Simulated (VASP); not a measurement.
**RuTe (relaxed from the zinc blende structure, space group F-43m): computed properties**

Method: r2SCAN meta-GGA, VASP's PBE PAW potentials (set 64) (plane waves; VASP).

```
Property                                                               Value
----------------------------------  ----------------------------------------
space group                                                      F-43m (216)
cell                                 a = b = c = 5.843 Å, α = β = γ = 90.00°
volume per atom                                                24.94 Å³/atom
band gap (over mesh and band path)  none (metal, semimetal or under 0.01 eV)
density                                                           7.61 g/cm³
```

```xyz
2
Lattice="0.0000 2.9217 2.9217 2.9217 0.0000 2.9217 2.9217 2.9217 0.0000" Properties=species:S:1:pos:R:3 pbc="T T T"
Ru     0.0000     0.0000     0.0000
Te     1.4608     1.4608     1.4608
```

Unless said otherwise, spin-orbit coupling is left out, though it shifts the bands of the heavy elements here.

The structure was generated: RuTe was put into the zinc blende type (F-43m), which need not be its known phase. It was relaxed first, which changed the volume by -29 %. Symmetry was kept, so distortions that lower it aren't found.
